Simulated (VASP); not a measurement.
Computed with PW91 GGA, VASP's PBE PAW potentials (set 64) (plane waves; VASP).

Input for VASP

INCAR:
```
# general
SYSTEM   =  HfB2
PREC     =  Accurate
ENCUT    =  520
LREAL    =  F
LASPH    =  T

# electronic loop
EDIFF    =  1E-7
NELM     =  100
ALGO     =  Normal
LMAXMIX  =  6

# smearing
ISMEAR   =  1
SIGMA    =  0.1

# functional
GGA      =  91

# ions
IBRION   =  2
NSW      =  30
ISIF     =  4
EDIFFG   =  -0.01

# output
LWAVE    =  F
LCHARG   =  F
```

File POSCAR:
```
HfB2
1
    1.5708095034    -2.7207221014     0.0000000000
    1.5708095034     2.7207221014     0.0000000000
    0.0000000000     0.0000000000     3.4996897035
Hf B
1 2
Direct
  1.0000000000   1.0000000000   0.0000000000
  0.3333330000   0.6666670000   0.5000000000
  0.6666670000   0.3333330000   0.5000000000
```

File KPOINTS:
```
Automatic mesh
0
G
  11 11 9
```

POTCAR, in this order: Hf_pv B (PBE.64 set). Program: vasp_std.

Output

File OUTCAR:
```
 ion  position               nearest neighbor table
   1  0.000  0.000  0.000-   2 2.52   3 2.52   2 2.52   3 2.52   3 2.52   3 2.52   2 2.52   2 2.52
                             3 2.52   3 2.52   2 2.52   2 2.52
   2  0.333  0.667  0.500-   3 1.81   3 1.81   3 1.81   1 2.52   1 2.52   1 2.52   1 2.52   1 2.52
                             1 2.52
   3  0.667  0.333  0.500-   2 1.81   2 1.81   2 1.81   1 2.52   1 2.52   1 2.52   1 2.52   1 2.52
                             1 2.52
  LATTYP: Found a hexagonal cell.
 ALAT       =     3.1416192082
 C/A-ratio  =     1.1139764152
 Subroutine PRICEL returns:
 Original cell was already a primitive cell.
 Subroutine GETGRP returns: Found 24 space group operations
The static configuration has the point symmetry D_6h.
The dynamic configuration has the point symmetry D_6h.
 Subroutine INISYM returns: Found 24 space group operations
 Subroutine IBZKPT returns following result:
 Found     80 irreducible k-points:

 Following reciprocal coordinates:
            Coordinates               Weight
  0.000000  0.000000  0.000000      1.000000
  0.090909  0.000000  0.000000      6.000000
  0.181818  0.000000  0.000000      6.000000
  0.272727  0.000000  0.000000      6.000000
  0.363636  0.000000  0.000000      6.000000
  0.454545 -0.000000  0.000000      6.000000
  0.090909  0.090909  0.000000      6.000000
  0.181818  0.090909  0.000000     12.000000
  0.272727  0.090909  0.000000     12.000000
  0.363636  0.090909  0.000000     12.000000
  0.454545  0.090909  0.000000      6.000000
  0.181818  0.181818  0.000000      6.000000
  0.272727  0.181818  0.000000     12.000000
  0.363636  0.181818  0.000000     12.000000
  0.272727  0.272727  0.000000      6.000000
  0.363636  0.272727  0.000000      6.000000
  0.000000  0.000000  0.111111      2.000000
  0.090909  0.000000  0.111111     12.000000
  0.181818  0.000000  0.111111     12.000000
  0.272727  0.000000  0.111111     12.000000
  0.363636  0.000000  0.111111     12.000000
  0.454545 -0.000000  0.111111     12.000000
  0.090909  0.090909  0.111111     12.000000
  0.181818  0.090909  0.111111     24.000000
  0.272727  0.090909  0.111111     24.000000
  0.363636  0.090909  0.111111     24.000000
  0.454545  0.090909  0.111111     12.000000
  0.181818  0.181818  0.111111     12.000000
  0.272727  0.181818  0.111111     24.000000
  0.363636  0.181818  0.111111     24.000000
  0.272727  0.272727  0.111111     12.000000
  0.363636  0.272727  0.111111     12.000000
  0.000000  0.000000  0.222222      2.000000
  0.090909  0.000000  0.222222     12.000000
  0.181818  0.000000  0.222222     12.000000
  0.272727  0.000000  0.222222     12.000000
  0.363636  0.000000  0.222222     12.000000
  0.454545 -0.000000  0.222222     12.000000
  0.090909  0.090909  0.222222     12.000000
  0.181818  0.090909  0.222222     24.000000
   k-points           NKPTS =     80   k-points in BZ     NKDIM =     80   number of bands    NBANDS=     12
   number of dos      NEDOS =    301   number of ions     NIONS =      3
   total plane-waves  NPLWV =  16128
   dimension x,y,z NGX =    24 NGY =   24 NGZ =   28
   dimension x,y,z NGXF=    48 NGYF=   48 NGZF=   56
   ions per type =               1   2
   PREC   = accura    normal or accurate (medium, high low for compatibility)
   ISTART =      0    job   : 0-new  1-cont  2-samecut
   ICHARG =      2    charge: 1-file 2-atom 10-const
   ISPIN  =      1    spin polarized calculation?
   LNONCOLLINEAR =      F non collinear calculations
   LSORBIT =      F    spin-orbit coupling
   INIWAV =      1    electr: 0-lowe 1-rand  2-diag
   ENCUT  =  520.0 eV  38.22 Ry    6.18 a.u.   5.84  5.84  6.51*2*pi/ulx,y,z
...
```

File OSZICAR:
```
       N       E                     dE             d eps       ncg     rms          rms(c)
DAV:   1     0.276672579044E+02    0.27667E+02   -0.83718E+03  1920   0.126E+03
DAV:   2    -0.269726902949E+02   -0.54640E+02   -0.51366E+02  2388   0.239E+02
DAV:   3    -0.287392286733E+02   -0.17665E+01   -0.17403E+01  2548   0.326E+01
DAV:   4    -0.287537288124E+02   -0.14500E-01   -0.14490E-01  2336   0.316E+00
DAV:   5    -0.287538668257E+02   -0.13801E-03   -0.13800E-03  2516   0.257E-01    0.508E+01
DAV:   6    -0.263932515413E+02    0.23606E+01   -0.54716E+00  2296   0.154E+01    0.375E+01
DAV:   7    -0.263455706335E+02    0.47681E-01   -0.16268E+00  2416   0.887E+00    0.124E+01
DAV:   8    -0.262867578885E+02    0.58813E-01   -0.44252E-01  2300   0.468E+00    0.197E+00
DAV:   9    -0.262816543430E+02    0.51035E-02   -0.34694E-02  2284   0.143E+00    0.292E-01
DAV:  10    -0.262815967159E+02    0.57627E-04   -0.10627E-03  2324   0.273E-01    0.359E-01
DAV:  11    -0.262815948858E+02    0.18301E-05   -0.11855E-04  2328   0.867E-02    0.183E-01
DAV:  12    -0.262815917753E+02    0.31106E-05   -0.13344E-05  2400   0.311E-02    0.259E-02
DAV:  13    -0.262815915539E+02    0.22134E-06   -0.52521E-07  2340   0.703E-03    0.402E-03
DAV:  14    -0.262815915761E+02   -0.22195E-07   -0.11659E-08  1392   0.961E-04
   1 F= -.26281592E+02 E0= -.26281606E+02  d E =-.262816E+02
       N       E                     dE             d eps       ncg     rms          rms(c)
DAV:   1    -0.262817949294E+02   -0.20338E-03   -0.10427E-02  2040   0.889E-01    0.117E-01
DAV:   2    -0.262817153556E+02    0.79574E-04   -0.13637E-04  2372   0.104E-01    0.500E-02
DAV:   3    -0.262816806464E+02    0.34709E-04   -0.34608E-05  2376   0.469E-02    0.152E-02
DAV:   4    -0.262816785436E+02    0.21028E-05   -0.42499E-06  2584   0.168E-02    0.960E-03
DAV:   5    -0.262816785186E+02    0.25037E-07   -0.17789E-07  1888   0.338E-03
   2 F= -.26281679E+02 E0= -.26281699E+02  d E =-.869425E-04
```

**OUTCAR**
```
------------------------ aborting loop because EDIFF is reached ----------------------------------------
  FORCE on cell =-STRESS in cart. coord.  units (eV):
  Direction    XX          YY          ZZ          XY          YZ          ZX
  --------------------------------------------------------------------------------------
  Total        0.0062345      0.0062345      0.0205545      0.0000000     -0.0000000      0.0000000
  in kB        0.3339240      0.3339241      1.1009073      0.0000000     -0.0000000      0.0000000
  external PRESSURE =       0.5895851 kB  Pullay stress =       0.0000000 kB
  volume of cell :       29.91
      direct lattice vectors                 reciprocal lattice vectors
     1.571950438 -2.722698258 -0.000000000     0.318076186 -0.183641356  0.000000000
     1.571950438  2.722698258  0.000000000     0.318076186  0.183641356  0.000000000
    -0.000000000  0.000000000  3.494611341    -0.000000000 -0.000000000  0.286154855
 POSITION                                       TOTAL-FORCE (eV/Angst)
 -----------------------------------------------------------------------------------
      1.57195      2.72270      0.00000         0.000000     -0.000000      0.000000
      1.57195      0.90757      1.74731        -0.000000     -0.000000      0.000000
      1.57195     -0.90757      1.74731         0.000000      0.000000     -0.000000
 -----------------------------------------------------------------------------------
    total drift:                                0.000000      0.000000      0.000000
  FREE ENERGIE OF THE ION-ELECTRON SYSTEM (eV)
  ---------------------------------------------------
  free  energy   TOTEN  =       -26.2816785186 eV

  energy  without entropy=      -26.2817401725  energy(sigma->0) =      -26.28169907

 reached required accuracy - stopping structural energy minimisation
```
(Selected blocks of OUTCAR.)

### CONTCAR
```
HfB2
   1.00000000000000
     1.5719504376531264   -2.7226982581405412   -0.0000000000000000
     1.5719504376531264    2.7226982581405412    0.0000000000000000
    -0.0000000000000000    0.0000000000000000    3.4946113407239370
  Hf              B
     1     2
Direct
     0.0000000000000000    1.0000000000000000    0.0000000000000000
     0.3333330000000032    0.6666669999999968    0.5000000000000000
     0.6666669999999968    0.3333330000000032    0.5000000000000000
```

The compound is HfB2 in the AlB2 type structure. This run relaxes it. Symmetry was kept, so distortions that lower it aren't found.
